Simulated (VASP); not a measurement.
Output of a VASP run:

### OSZICAR
```
       N       E                     dE             d eps       ncg     rms          rms(c)
DAV:   1     0.260857739945E+03    0.26086E+03   -0.23809E+04   920   0.186E+03
DAV:   2    -0.381962541562E+02   -0.29905E+03   -0.29309E+03  1224   0.381E+02
DAV:   3    -0.514405820595E+02   -0.13244E+02   -0.13224E+02  1198   0.789E+01
DAV:   4    -0.517056150048E+02   -0.26503E+00   -0.26493E+00  1316   0.104E+01
DAV:   5    -0.517112497937E+02   -0.56348E-02   -0.56347E-02  1261   0.981E-01    0.668E+01
DAV:   6    -0.456776308453E+02    0.60336E+01   -0.36419E+01  1060   0.362E+01    0.567E+01
DAV:   7    -0.455331864541E+02    0.14444E+00   -0.21761E+00  1189   0.102E+01    0.322E+01
DAV:   8    -0.455044606263E+02    0.28726E-01   -0.18269E-01  1192   0.370E+00    0.431E+00
DAV:   9    -0.454950338802E+02    0.94267E-02   -0.61608E-02  1144   0.163E+00    0.188E+00
DAV:  10    -0.454943808488E+02    0.65303E-03   -0.76997E-03  1174   0.587E-01    0.436E-01
DAV:  11    -0.454943281182E+02    0.52731E-04   -0.57515E-04  1160   0.168E-01    0.274E-02
DAV:  12    -0.454943412319E+02   -0.13114E-04   -0.65532E-05  1363   0.549E-02    0.126E-01
DAV:  13    -0.454943417960E+02   -0.56406E-06   -0.50800E-06  1151   0.160E-02
   1 F= -.43317647E+02 E0= -.43317647E+02  d E =-.433176E+02
```

OUTCAR:
```
------------------------ aborting loop because EDIFF is reached ----------------------------------------
  FORCE on cell =-STRESS in cart. coord.  units (eV):
  Direction    XX          YY          ZZ          XY          YZ          ZX
  --------------------------------------------------------------------------------------
  Total        2.1480217      2.1480217      2.1480217     -0.0000000     -0.0000000      0.0000000
  in kB       49.3413535     49.3413535     49.3413535     -0.0000000     -0.0000000      0.0000000
  external PRESSURE =      -0.6586465 kB  Pullay stress =      50.0000000 kB
  volume of cell :       69.75
      direct lattice vectors                 reciprocal lattice vectors
     4.116354133  0.000000000  0.000000000     0.242933423  0.000000000  0.000000000
     0.000000000  4.116354133  0.000000000     0.000000000  0.242933423  0.000000000
     0.000000000  0.000000000  4.116354133     0.000000000  0.000000000  0.242933423
 POSITION                                       TOTAL-FORCE (eV/Angst)
 -----------------------------------------------------------------------------------
      0.00000      0.00000      0.00000         0.000000      0.000000      0.000000
      2.05818      2.05818      2.05818         0.000000      0.000000      0.000000
      2.05818      0.00000      2.05818         0.000000      0.000000      0.000000
      0.00000      2.05818      2.05818         0.000000      0.000000      0.000000
      2.05818      2.05818      0.00000         0.000000      0.000000      0.000000
 -----------------------------------------------------------------------------------
    total drift:                                0.000000      0.000000      0.000000
  FREE ENERGIE OF THE ION-ELECTRON SYSTEM (eV)
  ---------------------------------------------------
  free  energy   TOTEN  =       -45.4943417960 eV

  energy  without entropy=      -45.4943417960  energy(sigma->0) =      -45.49434180
  enthalpy is  TOTEN    =       -43.3176466292 eV   P V=        2.1766951668

 reached required accuracy - stopping structural energy minimisation
```
(Selected blocks of OUTCAR.)

### POSCAR
```
BaHfO3
1
    4.1163541326     0.0000000000    -0.0000000000
   -0.0000000000     4.1163541326    -0.0000000000
    0.0000000000     0.0000000000     4.1163541326
Ba Hf O
1 1 3
Direct
  0.0000000000   0.0000000000   0.0000000000
  0.5000000000   0.5000000000   0.5000000000
  0.5000000000   0.0000000000   0.5000000000
  0.0000000000   0.5000000000   0.5000000000
  0.5000000000   0.5000000000   0.0000000000
```

### Question
Write an INCAR and KPOINTS that could have produced this output.

### Answer
Several could match; the one computed here: the input of the run itself, PBEsol GGA, plane waves, VASP's PBE PAW potentials (set 64).

INCAR:
```
ALGO = Normal
EDIFF = 1E-6
EDIFFG = -0.02
ENCUT = 620
GGA = PS
IBRION = 2
ISIF = 3
ISMEAR = 0
LASPH = .True.
LCHARG = .False.
LMAXMIX = 6
LREAL = .False.
LWAVE = .False.
NELM = 100
NSW = 40
PREC = Accurate
PSTRESS = 50
SIGMA = 0.05
SYSTEM = BaHfO3
```

**KPOINTS**
```
Automatic
0
Gamma
6 6 6
```

POTCAR, in this order: Ba_sv Hf_pv O (PBE.64 set). Program: vasp_std.

The compound is BaHfO3 in the cubic perovskite structure. It was relaxed first under an external pressure of 5 GPa.
